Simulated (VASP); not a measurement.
```
CELL_PARAMETERS angstrom
      3.92902     0.00000     0.00000
      0.00000     3.92902     0.00000
      0.00000     0.00000     3.92902
ATOMIC_POSITIONS crystal
  Ti 0.00000 0.00000 0.00000
  Pt 0.00000 0.50000 0.50000
  Pt 0.50000 0.00000 0.50000
  Pt 0.50000 0.50000 0.00000
```

All values below come from PBEsol GGA, VASP's PBE PAW potentials (set 64) (plane waves; VASP). Numerical set-up: 300 eV cut-off, 9×9×9 Γ-centred mesh, Fermi-Dirac smearing of 0.050 eV, potentials Ti_sv Pt.

Task: Give the energies of bands 11 to 24 at the high-symmetry points, in eV from the Fermi level.

Result: 
| band | Γ | X | M | R |
|---|---|---|---|---|
| 11 | -6.55 | -4.95 | -4.70 | -4.37 |
| 12 | -3.52 | -4.55 | -4.70 | -3.54 |
| 13 | -3.52 | -4.27 | -4.26 | -3.54 |
| 14 | -3.52 | -4.27 | -4.26 | -3.54 |
| 15 | -1.64 | -3.49 | -4.02 | -2.96 |
| 16 | -1.64 | -3.03 | -3.11 | -2.96 |
| 17 | -0.53 | -2.61 | -3.03 | -0.96 |
| 18 | 0.01 | -2.61 | -3.03 | -0.70 |
| 19 | 0.01 | -2.54 | -2.40 | -0.70 |
| 20 | 0.01 | -1.34 | -2.24 | -0.70 |
| 21 | 1.34 | -0.20 | -2.21 | -0.46 |
| 22 | 1.34 | -0.20 | 0.21 | -0.46 |
| 23 | 1.53 | 0.02 | 0.21 | -0.46 |
| 24 | 1.53 | 0.45 | 0.35 | 1.16 |

It has no gap at this level: it comes out as a metal or semimetal.

The structure is a typed Pt3Ti crystal (Pm-3m). The cell was not relaxed at this level.
